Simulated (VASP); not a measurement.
All values below come from PBEsol GGA, VASP's PBE PAW potentials (set 64) (plane waves; VASP).

Input for VASP

**POSCAR**
```
LiF
1.0
  0.0000000000   2.0220646746   2.0220646746
  2.0220646746   0.0000000000   2.0220646746
  2.0220646746   2.0220646746   0.0000000000
Li F
1 1
Cart
  0.0000000000   0.0000000000   0.0000000000
  2.0220646746   2.0220646746   2.0220646746
```

KPOINTS:
```
Automatic mesh
0
Gamma
10 10 10
0 0 0
```

INCAR:
```
! general
SYSTEM = LiF
PREC   = Accurate
ENCUT  = 600
LREAL  = .FALSE.
LASPH  = .TRUE.

! electronic loop
EDIFF  = 1E-7
NELM   = 100
ALGO   = Normal

! smearing
ISMEAR = 0
SIGMA  = 0.05

! functional
GGA    = PS

! ions
IBRION = 2
NSW    = 30
ISIF   = 2
EDIFFG = -0.01

! output
LWAVE  = .FALSE.
LCHARG = .FALSE.
```

POTCAR, in this order: Li_sv F (PBE.64 set). Program: vasp_std.

### Question
What will the output report for the number of irreducible k-points (NKPTS), number of bands (NBANDS), largest plane-wave count, number of space-group operations, FFT grid (NGX, NGY, NGZ)?

### Answer

```yaml
number of irreducible k-points (NKPTS): 47
number of bands (NBANDS): 9
largest_plane_wave_count: 568
number_of_space_group_operations: 48
FFT grid (NGX, NGY, NGZ): 24 × 24 × 24
```

The compound is LiF in the rock salt structure. This cell was strained or had an atom moved on purpose.
